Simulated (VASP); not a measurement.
OSZICAR of a VASP run on Hf:

### OSZICAR
```
       N       E                     dE             d eps       ncg     rms          rms(c)
DAV:   1    -0.399911545375E+02   -0.39991E+02   -0.10999E-01   928   0.106E+00    0.223E+00
DAV:   2    -0.400844619503E+02   -0.93307E-01   -0.16129E+00   992   0.463E+00    0.657E+00
DAV:   3    -0.399776116962E+02    0.10685E+00   -0.67184E-01   992   0.228E+00    0.123E+00
DAV:   4    -0.399786739850E+02   -0.10623E-02   -0.12195E-02   936   0.356E-01    0.820E-01
DAV:   5    -0.399777176725E+02    0.95631E-03   -0.56750E-03   976   0.224E-01    0.366E-01
DAV:   6    -0.399777174058E+02    0.26670E-06   -0.52576E-04   936   0.756E-02    0.257E-01
DAV:   7    -0.399776294817E+02    0.87924E-04   -0.46778E-04   864   0.660E-02    0.104E-01
DAV:   8    -0.399776191845E+02    0.10297E-04   -0.13443E-04   920   0.386E-02    0.215E-02
DAV:   9    -0.399776203497E+02   -0.11652E-05   -0.90465E-06   816   0.143E-02    0.835E-03
DAV:  10    -0.399776205873E+02   -0.23755E-06   -0.25120E-06   632   0.522E-03
   1 F= -.39977621E+02 E0= -.39978154E+02  d E =0.159892E-02
```

Task: Which electronic solver shows in the log?

Result: It is blocked Davidson (ALGO = Normal, or the opening steps of other solvers). The INCAR had ALGO = Normal.

Task: Can the final energy be trusted as converged?

Result: Self-consistency was reached. It stopped with EDIFF = 1E-6, NELM = 100 (PBEsol GGA, plane waves, VASP's PBE PAW potentials (set 64)).

The cell is a thin slab with vacuum, built from Hf (hcp): (001) face.
